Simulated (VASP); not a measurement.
# What goes wrong when the modes of TaN are computed with a bad input, part 2 of 2

Aim: see how common mistakes in a phonon run show up, on TaN. The starting structure is a computed structure from the Materials Project.

VASP 6.6.1.

Results so far: reference T1u 423.8 cm⁻¹; finite displacements, else as the reference T1u 419.6 cm⁻¹; low precision and real-space projectors T1u 398.1 cm⁻¹.

## (5) Modes with perturbation theory asked for with a meta-GGA

Level of this step: the functional as typed; plane waves and PAW (Ta_pv, N) (VASP).

A slip made on purpose: perturbation theory asked for with a meta-GGA. Against step 2 the input has METAGGA = R2SCAN and no GGA (also changed: NELM).

INCAR

```
SYSTEM = TaN
PREC = Accurate
ENCUT = 520
EDIFF = 1E-08
NELM = 60
ISMEAR = 1
SIGMA = 0.15
LREAL = .FALSE.
ALGO = Normal
NBANDS = 14
LASPH = .TRUE.
LORBIT = 11
LWAVE = .FALSE.
LCHARG = .FALSE.
KPAR = 8
IBRION = 8
ISIF = 2
METAGGA = R2SCAN
```

POSCAR

```
TaN
1.0
    0.0000000000      2.1779845989      2.1779845989
    2.1779845989      0.0000000000      2.1779845989
    2.1779845989      2.1779845989      0.0000000000
Ta N
1 1
Direct
    0.5000000000      0.5000000000      0.5000000000
    0.0000000000      0.0000000000      0.0000000000
```

KPOINTS

```
Automatic mesh
0
Gamma
18 18 18
0 0 0
```

PAW data sets: Ta_pv and N (LDA family, release 64).

Run with:

```console
$ mpirun -np 8 vasp_std
```

Output:

```text
[banner, memory and clock lines left out]
running    8 mpi-ranks, on    1 nodes
[...]
[... a notice as in an earlier step ...]

|                                                                             |
|               ----> ADVICE to this user running VASP <----                  |
|                                                                             |
|     You enforced a specific xc type in the INCAR file but a different       |
|     [... a line on the potential file left out ...]
|     I HOPE YOU KNOW WHAT YOU ARE DOING!                                     |
|                                                                             |

 LDA part: xc-table for (None), standard interpolation
 POSCAR, INCAR and KPOINTS ok, starting setup
[...]
entering main loop
       N       E                     dE             d eps       ncg     rms          rms(c)
DAV:   1    -0.992577816847E+03   -0.99258E+03   -0.93252E+03  5492   0.126E+03
DAV:   2    -0.110771434087E+04   -0.11514E+03   -0.10877E+03  6666   0.319E+02
[...]
1 F= -.11031276E+04 E0= -.11031274E+04  d E =-.600060E-03
|                                                                             |
|     EEEEEEE  RRRRRR   RRRRRR   OOOOOOO  RRRRRR      ###     ###     ###     |
|     E        R     R  R     R  O     O  R     R     ###     ###     ###     |
|     E        R     R  R     R  O     O  R     R     ###     ###     ###     |
|     EEEEE    RRRRRR   RRRRRR   O     O  RRRRRR       #       #       #      |
|     E        R   R    R   R    O     O  R   R                               |
|     E        R    R   R    R   O     O  R    R      ###     ###     ###     |
|     EEEEEEE  R     R  R     R  OOOOOOO  R     R     ###     ###     ###     |
|                                                                             |
|     You have switched on METAGGA and linear-response routines. This         |
|     combination is currently not supported. If you have selected            |
|     LEPSILON=.TRUE., you can try using LCALCEPS=.TRUE. instead. In all      |
|     other cases, VASP will stop. SOOO sorry...                              |
|                                                                             |
|       ---->  I REFUSE TO CONTINUE WITH THIS SICK JOB ... BYE!!! <----       |
|                                                                             |

1
1
1
1
1
1
1
1
```

It took 67 s on 8 MPI ranks of AMD EPYC 7R43, shared host.

VASP stopped with this message: “You have switched on METAGGA and linear-response routines. This combination is currently not supported. If you have selected LEPSILON=.TRUE., you can try using LCALCEPS=.TRUE. instead”.

## (6) Modes with a cutoff far too low

A slip made on purpose: a cutoff far too low. Against step 2 the input has ENCUT = 220 (also changed: NELM).

INCAR, as its differences from that of step 5:

```diff
@@ -2,3 +2,3 @@
 PREC = Accurate
-ENCUT = 520
+ENCUT = 220
 EDIFF = 1E-08
@@ -9,2 +9,3 @@
 ALGO = Normal
+GGA = CA
 NBANDS = 14
@@ -17,2 +18 @@
 ISIF = 2
-METAGGA = R2SCAN
```

POSCAR is that of step 5.

KPOINTS is that of step 5.

Run with:

```console
$ mpirun -np 8 vasp_std
```

Output:

```text
[... set-up lines as in an earlier step ...]
 entering main loop
       N       E                     dE             d eps       ncg     rms          rms(c)
DAV:   1     0.401788029526E+02    0.40179E+02   -0.51840E+03  5718   0.639E+02
DAV:   2    -0.247941615167E+02   -0.64973E+02   -0.62182E+02  6708   0.197E+02
DAV:   3    -0.259457572419E+02   -0.11516E+01   -0.11485E+01  6222   0.261E+01
DAV:   4    -0.259494849828E+02   -0.37277E-02   -0.37272E-02  6616   0.150E+00
[...]
DAV:  12    -0.239899794070E+02    0.29327E-05   -0.48752E-06  6720   0.239E-02    0.173E-03
DAV:  13    -0.239899794707E+02   -0.63657E-07   -0.26952E-07  6048   0.429E-03    0.654E-04
DAV:  14    -0.239899794788E+02   -0.81322E-08   -0.10078E-09  4368   0.254E-04
   1 F= -.23989979E+02 E0= -.23989775E+02  d E =-.614776E-03
 Linear response reoptimize wavefunctions to high precision
DAV:   1    -0.239899794812E+02   -0.24356E-08   -0.92011E-10  4520   0.369E-04
DAV:   2    -0.239899794812E+02    0.90949E-12   -0.55618E-11  3402   0.576E-05
 Linear response DOF=           2
 Linear response progress:
[...]
RMM:  10    -0.160050882263E+00   -0.30113E-06   -0.23884E-07 25375   0.166E-04    0.752E-06
RMM:  11    -0.160050833686E+00    0.48577E-07   -0.12991E-07 26859   0.738E-05    0.244E-06
RMM:  12    -0.160050828649E+00    0.50369E-08   -0.88183E-08 26528   0.392E-05    0.116E-06
 first order change of Fermi-energy   0.45389E-03
 force on displaced ion       1 direction 1 :  -7.747   0.000   0.000
 Linear response progress:
  Degree of freedom:   2/  2
       N       E                     dE             d eps       ncg     rms          rms(c)
RMM:   1    -0.213305441559E+00   -0.21331E+00    0.21693E-01 30568   0.241E+00
RMM:   2    -0.214234891685E+00   -0.92945E-03   -0.31065E-03 21846   0.359E-01    0.263E-01
RMM:   3    -0.214997498723E+00   -0.76261E-03   -0.56239E-04 21755   0.141E-01    0.146E-01
RMM:   4    -0.216633818087E+00   -0.16363E-02   -0.36416E-04 21743   0.110E-01    0.222E-02
[...]
RMM:  10    -0.216735830991E+00    0.25286E-06   -0.21371E-08 25860   0.707E-05    0.106E-05
RMM:  11    -0.216735907908E+00   -0.76918E-07   -0.88455E-09 24274   0.267E-05    0.424E-06
RMM:  12    -0.216735899455E+00    0.84532E-08    0.50370E-09 24013   0.787E-06    0.137E-06
 first order change of Fermi-energy  -0.54131E-04
 force on displaced ion       2 direction 1 :  -7.750   0.000   0.000
 Linear response finished
```

The job ended after 32 s (8 MPI ranks; peak memory 1.5 GiB; 4.1 min of CPU time).

From OUTCAR (step 6):

```text
  Total       -8.6688491     -8.6688491     -8.6688491     -0.0000000     -0.0000000     -0.0000000
  in kB     -672.1676655   -672.1676655   -672.1676655     -0.0000000     -0.0000000     -0.0000000
  external PRESSURE =    -672.1676655 kB  Pullay stress =       0.0000000 kB

 POSITION                                       TOTAL-FORCE (eV/Angst)
 -----------------------------------------------------------------------------------
      2.17798      2.17798      2.17798         0.000000      0.000000      0.000000
      0.00000      0.00000      0.00000        -0.000000     -0.000000     -0.000000
 -----------------------------------------------------------------------------------
    total drift:                                0.000000      0.000000      0.000000

[... 1 part as in an earlier step ...]

[... 1 further part left out ...]
```

With a cutoff far too low the mode is T1u 402.7 cm⁻¹, -21.1 cm⁻¹ from the reference.

## (7) Modes with one-sided displacements

A slip made on purpose: one-sided displacements. Against step 2 the input has IBRION = 6, NFREE = 1 and POTIM = 0.015 (also changed: NELM and NSW).

INCAR, as its differences from that of step 6:

```diff
@@ -2,3 +2,3 @@
 PREC = Accurate
-ENCUT = 220
+ENCUT = 520
 EDIFF = 1E-08
@@ -16,3 +16,6 @@
 KPAR = 8
-IBRION = 8
+IBRION = 6
+NFREE = 1
+POTIM = 0.015
+NSW = 1
 ISIF = 2
```

POSCAR is that of step 6.

KPOINTS is that of step 6.

Run with:

```console
$ mpirun -np 8 vasp_std
```

Output:

```text
[... set-up lines as in an earlier step ...]
 entering main loop
       N       E                     dE             d eps       ncg     rms          rms(c)
[... 13 cycles as in an earlier step ...]
   1 F= -.24149881E+02 E0= -.24149682E+02  d E =-.597195E-03
 Found     2 degrees of freedom:
 Finite differences POTIM= 0.01500 DOF=   2
[...]
N       E                     dE             d eps       ncg     rms          rms(c)
[... 7 cycles as in an earlier step ...]
   2 F= -.24148935E+02 E0= -.24148735E+02  d E =-.598497E-03
 Finite differences progress:
  Degree of freedom:   1/  2
  Displacement:        1/  1
  Total:               1/  2
[...]
N       E                     dE             d eps       ncg     rms          rms(c)
DAV:   1    -0.241430417023E+02    0.58933E-02   -0.14186E+00 13464   0.118E+01    0.173E-01
DAV:   2    -0.241491239110E+02   -0.60822E-02   -0.67787E-02 13584   0.238E+00    0.855E-02
DAV:   3    -0.241489342770E+02    0.18963E-03   -0.49374E-04 15778   0.229E-01    0.249E-02
DAV:   4    -0.241489354424E+02   -0.11654E-05   -0.80194E-05 15156   0.649E-02    0.125E-02
DAV:   5    -0.241489348068E+02    0.63563E-06   -0.22712E-06 16242   0.131E-02    0.668E-03
DAV:   6    -0.241489346537E+02    0.15312E-06   -0.41056E-07 15366   0.621E-03    0.559E-04
DAV:   7    -0.241489346531E+02    0.58094E-09   -0.19237E-08 15060   0.140E-03
   3 F= -.24148935E+02 E0= -.24148735E+02  d E =-.598500E-03
 Finite differences progress:
  Degree of freedom:   2/  2
  Displacement:        1/  1
  Total:               2/  2
```

The job ended after 56 s (8 MPI ranks; peak memory 2.4 GiB).

Parts of OUTCAR (step 7):

```text
  Total        0.0160858      0.0007106      0.0007106      0.0000000      0.0000000      0.0000000
  in kB        1.2472649      0.0550987      0.0550987      0.0000000      0.0000000      0.0000000
  external PRESSURE =       0.4524875 kB  Pullay stress =       0.0000000 kB

 POSITION                                       TOTAL-FORCE (eV/Angst)
 -----------------------------------------------------------------------------------
      2.17798      2.17798      2.17798         0.126201      0.000000      0.000000
      0.01500      0.00000      0.00000        -0.126201      0.000000      0.000000
 -----------------------------------------------------------------------------------
    total drift:                               -0.000031     -0.000000     -0.000000

  FREE ENERGIE OF THE ION-ELECTRON SYSTEM (eV)
  ---------------------------------------------------
  free  energy   TOTEN  =       -24.1489346531 eV

  energy  without entropy=      -24.1483361527  energy(sigma->0) =      -24.14873515

[... 2 parts as in an earlier step ...]

[... 1 further part left out ...]
[key lines of the parts left out:]
E-fermi :   9.7437
```

With one-sided displacements the mode is T1u 419.6 cm⁻¹, as with finite displacements, else as the reference.

## (8) All runs side by side

```tsv
run	ended	T1u	method	core minutes
reference	converged	423.8	perturbation theory	15.5
finite displacements, else as the reference	converged	419.6	finite displacements	13.2
low precision and real-space projectors	converged	398.1	finite displacements	10.3
perturbation theory asked for with a meta-GGA	stopped by VASP	-	perturbation theory	8.93
a cutoff far too low	converged	402.7	perturbation theory	4.27
one-sided displacements	converged	419.6	finite displacements	7.47
```

Modes are in cm⁻¹, degenerate ones as one, matched between runs by symmetry and order. A number in brackets counts the listed modes of one symmetry from the lowest. The symmetry labels come from an automatic analysis and can be wrong where levels nearly coincide. Core minutes are wall time times ranks of the run shown, on a shared host.

## (9) Summary of results

```json
{
 "T1u, reference": "423.8 cm⁻¹",
 "T1u, finite displacements, else as the reference": "419.6 cm⁻¹",
 "T1u, low precision and real-space projectors": "398.1 cm⁻¹",
 "T1u, a cutoff far too low": "402.7 cm⁻¹",
 "T1u, one-sided displacements": "419.6 cm⁻¹",
 "run with perturbation theory asked for with a meta-GGA": "stopped by VASP"
}
```

In words: VASP stopped by itself in the run with perturbation theory asked for with a meta-GGA. Finished, but with signs in the output that stand out against the reference: low precision and real-space projectors, with modes off by up to -22 cm⁻¹, in T1u (signs: VASP's advice that real-space projection is less accurate, a pressure of -1.1 GPa on the undisplaced cell and a translation at -6 cm⁻¹ instead of zero); a cutoff far too low, with modes off by up to -21 cm⁻¹, in T1u (signs: a pressure of -67.2 GPa on the undisplaced cell). Little came of one-sided displacements in this material. Runs with finite displacements are held against the sound run of that kind. The reference (perturbation theory) and the sound run with finite displacements differ by -4.2 cm⁻¹ in T1u themselves, and which lies nearer isn't tested. Further runs on this material are not shown.

[Lines on the potential files, build, host, timing and source positions are cut from VASP's logs without a mark.]

[Logs are printed without paths, hosts, clocks, repeated set-up lines and the standing remarks that a program may print on its own settings, such as how far it seeks lower states.]

[Hosts, paths, dates, database ids (printed as entryN), source tags and the programs' standing remarks are cut or masked in the printed files.]
